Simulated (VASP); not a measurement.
The input files of a VASP run:

**KPOINTS**
```
Automatic
0
gamma
  6 6 5
```

INCAR:
```
NEDOS = 601   # DOS grid
EDIFF = 1E-7
ENCUT = 520   # plane-wave cut-off (eV)
ALGO = Normal   # blocked Davidson
NELM = 100
LCHARG = .TRUE.
LWAVE = .FALSE.
ISMEAR = -5   # tetrahedra, Bloechl
LREAL = .FALSE.   # projection in real space or not
SYSTEM = PbO
LEFG = .TRUE.
PREC = Accurate
GGA = PE
LORBIT = 11   # lm-projected
LASPH = .TRUE.   # aspherical one-centre terms
IVDW = 13
LMAXMIX = 4
ISIF = 2
```

POSCAR:
```
PbO
1
    4.0379511635     0.0000000000     0.0000000000
    0.0000000000     4.0379511635    -0.0000000000
    0.0000000000    -0.0000000000     4.9479841040
Pb O
2 2
Direct
  0.5000000000   0.0000000000   0.7601900041
  0.0000000000   0.5000000000   0.2398099959
  0.5000000000   0.5000000000   0.0000000000
  0.0000000000   0.0000000000   0.0000000000
```

POTCAR, in this order: Pb_d O (PBE.64 set). Program: vasp_std.

Problem. Write an equivalent input for Ansatz.

Solution. One equivalent input (not run):
Ansatz 0.2 input:
```yaml
crystal:
  lattice:
    - [4.0379512, 0.0000000, 0.0000000]
    - [0.0000000, 4.0379512, 0.0000000]
    - [0.0000000, 0.0000000, 4.9479841]
  atoms:
    - { symbol: Pb, position: [0.5000000, 0.0000000, 0.7601900] }
    - { symbol: Pb, position: [0.0000000, 0.5000000, 0.2398100] }
    - { symbol: O, position: [0.5000000, 0.5000000, 0.0000000] }
    - { symbol: O, position: [0.0000000, 0.0000000, 0.0000000] }
kpoints:
  mp_grid: { grid: [6, 6, 5] }
hamiltonian:
  xc: pbe
  dispersion: d4
  pseudopotentials: { kind: paw }
scf:
  occupations: { method: tetrahedron }
  max_iter: 100
output: { forces: true, stress: true, eigenvalues: true }
```
Limits of the translation: each code has its own PAW files, so the cut-off isn't converted (ENCUT is set for VASP's; basis.ecutwfc is left out, and Ansatz then takes the one that its files recommend); Ansatz stops its SCF on the density residual and VASP on the energy change (EDIFF); the field gradients of LEFG aren't asked of the other code.

The compound is PbO in the litharge structure. It was relaxed first.
